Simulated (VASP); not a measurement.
These are PBE GGA, VASP's PBE PAW potentials (set 64) (plane waves; VASP) values and carry that method's errors.

VASP input:

### INCAR
```
# general
SYSTEM   =  AuAl2
PREC     =  Accurate
ENCUT    =  400
LREAL    =  .FALSE.
LASPH    =  .TRUE.

# electronic loop
EDIFF    =  1E-6
NELM     =  100
ALGO     =  All
LMAXMIX  =  6

# smearing
ISMEAR   =  1
SIGMA    =  0.1

# functional
GGA      =  PE

# ions
ISIF     =  2

# output
LWAVE    =  .FALSE.
LCHARG   =  .FALSE.
```

### POSCAR
```
AuAl2
1
    0.0000000000     3.0000000000     3.0000000000
    3.0000000000     0.0000000000     3.0000000000
    3.0000000000     3.0000000000     0.0000000000
Al Au
2 1
Direct
  0.2500000000   0.2500000000   0.2500000000
  0.7500000000   0.7500000000   0.7500000000
  0.0000000000   0.0000000000   0.0000000000
```

**KPOINTS**
```
kpoints
0
G
8 8 8
0 0 0
```

POTCAR, in this order: Al Au (PBE.64 set). Program: vasp_std.

Output

OSZICAR:
```
       N       E                     dE             d eps       ncg     rms           ort
DAV:   1     0.444645020357E+02    0.44465E+02   -0.67465E+03   348   0.100E+03
DAV:   2    -0.118883296958E+02   -0.56353E+02   -0.52141E+02   348   0.178E+02
DAV:   3    -0.132862360762E+02   -0.13979E+01   -0.13741E+01   348   0.269E+01
DAV:   4    -0.132975499627E+02   -0.11314E-01   -0.11312E-01   348   0.287E+00
DAV:   5    -0.132977376500E+02   -0.18769E-03   -0.18766E-03   348   0.388E-01
SDA:   6    -0.896551402745E+01    0.43322E+01   -0.18766E-03   348   0.184E+02   0.000E+00
CGA:   7    -0.118748683114E+02   -0.29094E+01   -0.29539E+01   348   0.234E+00   0.272E+00
CGA:   8    -0.119942956924E+02   -0.11943E+00   -0.11652E+00   348   0.464E-01   0.110E-01
CGA:   9    -0.120087128955E+02   -0.14417E-01   -0.14426E-01   348   0.132E-01  -0.514E-04
CGA:  10    -0.120127404132E+02   -0.40275E-02   -0.40205E-02   348   0.788E-03   0.669E-04
CGA:  11    -0.120130852710E+02   -0.34486E-03   -0.34449E-03   348   0.127E-03   0.177E-05
CGA:  12    -0.120131321006E+02   -0.46830E-04   -0.46503E-04   348   0.454E-04   0.314E-05
CGA:  13    -0.120131469825E+02   -0.14882E-04   -0.14935E-04   348   0.958E-05  -0.101E-05
CGA:  14    -0.120131509000E+02   -0.39175E-05   -0.37150E-05   348   0.125E-05   0.167E-05
SDA:  15    -0.120131513734E+02   -0.47338E-06   -0.46061E-06   348   0.309E-06   0.482E-06
   1 F= -.12013151E+02 E0= -.12012652E+02  d E =-.149736E-02
```

### OUTCAR
```
------------------------ aborting loop because EDIFF is reached ----------------------------------------
  FORCE on cell =-STRESS in cart. coord.  units (eV):
  Direction    XX          YY          ZZ          XY          YZ          ZX
  --------------------------------------------------------------------------------------
  Total        1.0046634      1.0046634      1.0046634      0.0000000     -0.0000000      0.0000000
  in kB       29.8083148     29.8083148     29.8083148      0.0000000     -0.0000000      0.0000000
  external PRESSURE =      29.8083148 kB  Pullay stress =       0.0000000 kB
  volume of cell :       54.00
      direct lattice vectors                 reciprocal lattice vectors
     0.000000000  3.000000000  3.000000000    -0.166666667  0.166666667  0.166666667
     3.000000000  0.000000000  3.000000000     0.166666667 -0.166666667  0.166666667
     3.000000000  3.000000000  0.000000000     0.166666667  0.166666667 -0.166666667
 POSITION                                       TOTAL-FORCE (eV/Angst)
 -----------------------------------------------------------------------------------
      1.50000      1.50000      1.50000        -0.000000     -0.000000      0.000000
      4.50000      4.50000      4.50000         0.000000      0.000000     -0.000000
      0.00000      0.00000      0.00000        -0.000000      0.000000      0.000000
 -----------------------------------------------------------------------------------
    total drift:                               -0.000000     -0.000000      0.000000
  FREE ENERGIE OF THE ION-ELECTRON SYSTEM (eV)
  ---------------------------------------------------
  free  energy   TOTEN  =       -12.0131513734 eV

  energy  without entropy=      -12.0116540089  energy(sigma->0) =      -12.01265225
```
(Selected blocks of OUTCAR.)

The compound is AuAl2 in the fluorite structure. The cell was not relaxed at this level. The run is one of a series of settings (ALGO = All against the base run), some of them coarse on purpose. The electron count is odd and the run is not spin-polarised, which forces a metal.
